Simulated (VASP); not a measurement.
Output of a VASP run:

File OSZICAR:
```
...
DAV:   5    -0.405446382921E+02   -0.11403E-02   -0.13397E-03  1757   0.348E-01    0.111E-01
DAV:   6    -0.405446259238E+02    0.12368E-04   -0.13110E-03  1708   0.370E-01    0.379E-02
DAV:   7    -0.405446624393E+02   -0.36516E-04   -0.83199E-04  2612   0.246E-01    0.519E-02
DAV:   8    -0.405445075088E+02    0.15493E-03   -0.12697E-04  1712   0.123E-01    0.346E-02
DAV:   9    -0.405446356725E+02   -0.12816E-03   -0.93361E-05  1712   0.104E-01    0.115E-02
DAV:  10    -0.405446140693E+02    0.21603E-04   -0.85591E-06  1963   0.295E-02    0.506E-03
DAV:  11    -0.405446255924E+02   -0.11523E-04   -0.10989E-06  1106   0.110E-02    0.214E-03
DAV:  12    -0.405446234836E+02    0.21088E-05   -0.41869E-07   840   0.619E-03    0.112E-03
DAV:  13    -0.405446251852E+02   -0.17016E-05   -0.20745E-07   840   0.499E-03    0.546E-04
DAV:  14    -0.405446234008E+02    0.17844E-05   -0.35653E-08   840   0.193E-03    0.664E-04
DAV:  15    -0.405446236220E+02   -0.22119E-06   -0.12256E-08   840   0.968E-04
   2 F= -.40544624E+02 E0= -.40545133E+02  d E =-.406892E-02
       N       E                     dE             d eps       ncg     rms          rms(c)
DAV:   1    -0.405448934072E+02   -0.27001E-03   -0.95669E-03  1897   0.785E-01    0.109E-01
DAV:   2    -0.405446877421E+02    0.20567E-03   -0.67152E-04  1841   0.198E-01    0.552E-02
DAV:   3    -0.405446715266E+02    0.16216E-04   -0.42243E-04  2428   0.135E-01    0.339E-02
DAV:   4    -0.405446443837E+02    0.27143E-04   -0.41053E-05  2165   0.483E-02    0.236E-02
DAV:   5    -0.405446603515E+02   -0.15968E-04   -0.85091E-06  1792   0.273E-02    0.939E-03
DAV:   6    -0.405446360756E+02    0.24276E-04   -0.79541E-06  1662   0.289E-02    0.295E-03
DAV:   7    -0.405446535975E+02   -0.17522E-04   -0.52773E-06  1785   0.200E-02    0.393E-03
DAV:   8    -0.405446443205E+02    0.92769E-05   -0.75230E-07   847   0.896E-03    0.183E-03
DAV:   9    -0.405446512223E+02   -0.69018E-05   -0.44335E-07   840   0.712E-03    0.314E-04
DAV:  10    -0.405446485361E+02    0.26862E-05   -0.97391E-08   840   0.300E-03    0.406E-04
DAV:  11    -0.405446491007E+02   -0.56455E-06   -0.22641E-08   840   0.110E-03
   3 F= -.40544649E+02 E0= -.40545157E+02  d E =-.409440E-02
       N       E                     dE             d eps       ncg     rms          rms(c)
DAV:   1    -0.405482529409E+02   -0.36044E-02   -0.12592E-01  1792   0.288E+00    0.373E-01
DAV:   2    -0.405458356483E+02    0.24173E-02   -0.11576E-02  1936   0.772E-01    0.238E-01
DAV:   3    -0.405448734716E+02    0.96218E-03   -0.72370E-03  2809   0.565E-01    0.128E-01
DAV:   4    -0.405448511189E+02    0.22353E-04   -0.10107E-03  1876   0.285E-01    0.949E-02
DAV:   5    -0.405445802130E+02    0.27091E-03   -0.16740E-03  1680   0.411E-01    0.785E-02
DAV:   6    -0.405449487550E+02   -0.36854E-03   -0.55400E-04  1680   0.233E-01    0.346E-02
DAV:   7    -0.405449407508E+02    0.80042E-05   -0.82255E-05  2275   0.828E-02    0.257E-02
DAV:   8    -0.405450260255E+02   -0.85275E-04   -0.13356E-04  1680   0.134E-01    0.152E-02
DAV:   9    -0.405449755944E+02    0.50431E-04   -0.31750E-05  1680   0.687E-02    0.108E-02
DAV:  10    -0.405449800626E+02   -0.44682E-05   -0.97784E-07  1015   0.974E-03    0.994E-03
DAV:  11    -0.405449848867E+02   -0.48241E-05   -0.28804E-06  1232   0.169E-02    0.891E-04
DAV:  12    -0.405449903793E+02   -0.54926E-05   -0.41689E-07   840   0.811E-03    0.934E-04
DAV:  13    -0.405449900143E+02    0.36504E-06   -0.13616E-07   840   0.336E-03
   4 F= -.40544990E+02 E0= -.40545538E+02  d E =-.340914E-03
```

OUTCAR:
```
------------------------ aborting loop because EDIFF is reached ----------------------------------------
  FORCE on cell =-STRESS in cart. coord.  units (eV):
  Direction    XX          YY          ZZ          XY          YZ          ZX
  --------------------------------------------------------------------------------------
  Total       -0.0035345     -0.0035345     -0.0055094      0.0000000     -0.0000000      0.0000000
  in kB       -0.0848597     -0.0848597     -0.1322770      0.0000000     -0.0000000      0.0000000
  external PRESSURE =      -0.1006655 kB  Pullay stress =       0.0000000 kB
  volume of cell :       66.73
      direct lattice vectors                 reciprocal lattice vectors
     1.842235487 -3.190845746 -0.000000000     0.271409385 -0.156698267  0.000000000
     1.842235487  3.190845746  0.000000000     0.271409385  0.156698267 -0.000000000
     0.000000000  0.000000000  5.676118311     0.000000000 -0.000000000  0.176176736
 POSITION                                       TOTAL-FORCE (eV/Angst)
 -----------------------------------------------------------------------------------
      1.84224      1.06362      1.41903         0.000000      0.000000     -0.000000
      1.84224     -1.06362      4.25709        -0.000000     -0.000000      0.000000
 -----------------------------------------------------------------------------------
    total drift:                                0.000000      0.000515     -0.000010
  FREE ENERGIE OF THE ION-ELECTRON SYSTEM (eV)
  ---------------------------------------------------
  free  energy   TOTEN  =       -40.5449900143 eV

  energy  without entropy=      -40.5466340533  energy(sigma->0) =      -40.54553803

 reached required accuracy - stopping structural energy minimisation
```
(Selected blocks of OUTCAR.)

File POSCAR:
```
Y
1
    1.8250000000    -3.1609930000     0.0000000000
    1.8250000000     3.1609930000     0.0000000000
    0.0000000000     0.0000000000     5.7300000000
Y
2
Direct
  0.3333330000   0.6666670000   0.2500000000
  0.6666670000   0.3333330000   0.7500000000
```

Task: Write an INCAR and KPOINTS that could have produced this output.

Result: One answer among several that fit: the input of the run itself, r2SCAN meta-GGA, plane waves, VASP's PBE PAW potentials (set 64).

### INCAR
```
METAGGA = R2SCAN
ALGO = Normal   ! blocked Davidson
SIGMA = 0.1   ! width (eV)
LMAXMIX = 4
LREAL = .FALSE.
LASPH = .TRUE.   ! aspherical one-centre terms
PREC = Accurate
LMIXTAU = .TRUE.
NELM = 100   ! most electronic steps
EDIFF = 1E-6
ISIF = 3   ! ions, shape and volume
IBRION = 2
LCHARG = .FALSE.
ISMEAR = 1   ! Methfessel-Paxton
LWAVE = .FALSE.
SYSTEM = Y
ENCUT = 520
EDIFFG = -0.01
NSW = 60   ! most ionic steps
```

KPOINTS:
```
Automatic mesh
0
Gamma
10 10 6
0 0 0
```

POTCAR, in this order: Y_sv (PBE.64 set). Program: vasp_std.

The compound is Y in the hcp structure. This run relaxes it. Symmetry was kept, so distortions that lower it aren't found.
